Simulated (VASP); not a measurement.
Data:

```
CELL_PARAMETERS angstrom
      4.38656     0.00000     0.00000
     -2.19328     3.79887     0.00000
      0.00000     0.00000     7.07643
ATOMIC_POSITIONS crystal
  Si 0.00000 0.00000 0.00000
  Sr 0.33333 0.66667 0.25200
  Sr 0.66667 0.33333 0.74800
```

Calculation: PBE GGA, VASP's PBE PAW potentials (set 64) (plane waves; VASP). Run with 400 eV cut-off, 6×6×4 Γ-centred mesh, first-order Methfessel-Paxton smearing of 0.10 eV, potentials Si Sr_sv.

Give the force on each atom (eV/Å).

| atom | Fx | Fy | Fz |
|---|---|---|---|
| Si1 | 0.000 | 0.000 | 0.000 |
| Sr2 | 0.000 | 0.000 | -0.246 |
| Sr3 | 0.000 | 0.000 | 0.246 |

Give the stress tensor in GPa (positive for a compressed cell).

```
1.37  0.00  0.00
0.00  1.37  0.00
0.00  0.00  1.48
```
The pressure is its mean diagonal, 1.41 GPa.

The structure was generated: Sr2Si was put into the CdI2 type (P-3m1), which need not be its known phase. The cell was not relaxed at this level.
